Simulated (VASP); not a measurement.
Data:

```
CELL_PARAMETERS angstrom
      0.00000     3.12417     3.12417
      3.12417     0.00000     3.12417
      3.12417     3.12417     0.00000
ATOMIC_POSITIONS crystal
  K  0.00000 0.00000 0.00000
  Cl 0.50000 0.50000 0.50000
```

All values below come from PBEsol GGA, VASP's PBE PAW potentials (set 64) (plane waves; VASP). Settings: PREC = Normal, EDIFF = 1E-5, 400 eV cut-off, 8×8×8 Γ-centred mesh, Gaussian smearing of 0.050 eV, potentials K_sv Cl.

Problem. What does the run give for the energy per atom (σ→0), band gap (on the k-mesh) with the smallest direct gap where there is one?

Solution. 
```
Property                                      Value
-----------------------------------  --------------
band gap (on the k-mesh)                    5.09 eV
smallest direct gap (on the k-mesh)         5.09 eV
energy per atom (σ→0)                -3.512 eV/atom
```

The absolute energy has meaning only against runs of the same code, potentials and settings.

The compound is KCl in the rock salt structure. It was relaxed first.
